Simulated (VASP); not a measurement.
An input for Ansatz (written as the equivalent of a VASP run, and not itself run):

Ansatz 0.2 input:
```yaml
crystal:
  lattice:
    - [0.0000000, 3.1450000, 3.1450000]
    - [3.1450000, 0.0000000, 3.1450000]
    - [3.1450000, 3.1450000, 0.0000000]
  atoms:
    - { symbol: K, position: [0.0000000, 0.0000000, 0.0000000] }
    - { symbol: Cl, position: [0.5000000, 0.5000000, 0.5000000] }
kpoints:
  mp_grid: { grid: [7, 7, 7] }
hamiltonian:
  xc: r2scan
  pseudopotentials: { kind: paw }
scf:
  occupations: { method: gaussian, width: 0.05 }
  max_iter: 100
relax:
  max_steps: 60
  f_tol: 0.01
  cell: {}
output: { forces: true, stress: true, eigenvalues: true }
```

**Question.** Translate this input to VASP (INCAR, KPOINTS, POSCAR, choice of POTCAR).

**Answer.** This is not unique; one that fits is 
KPOINTS:
```
Regular mesh
0
Gamma
7 7 7
```

INCAR:
```
! general
SYSTEM   =  KCl
PREC     =  Accurate
ENCUT    =  520
LREAL    =  F
LASPH    =  T

! electronic loop
EDIFF    =  1E-6
NELM     =  100
ALGO     =  Normal
LMIXTAU  =  T

! smearing
ISMEAR   =  0
SIGMA    =  0.05

! functional
METAGGA  =  R2SCAN

! ions
IBRION   =  2
NSW      =  60
ISIF     =  3
EDIFFG   =  -0.01

! output
LWAVE    =  F
LCHARG   =  F
```

POSCAR:
```
KCl
1
    0.0000000000     3.1450000000     3.1450000000
    3.1450000000     0.0000000000     3.1450000000
    3.1450000000     3.1450000000     0.0000000000
K Cl
1 1
Direct
  0.0000000000   0.0000000000   0.0000000000
  0.5000000000   0.5000000000   0.5000000000
```

POTCAR, in this order: K_sv Cl (PBE.64 set). Program: vasp_std.

What does not carry over: each code has its own PAW files, so the cut-off isn't converted (ENCUT is set for VASP's; basis.ecutwfc is left out, and Ansatz then takes the one that its files recommend); Ansatz stops its SCF on the density residual and VASP on the energy change (EDIFF).

The compound is KCl in the rock salt structure. The cell was not relaxed at this level.
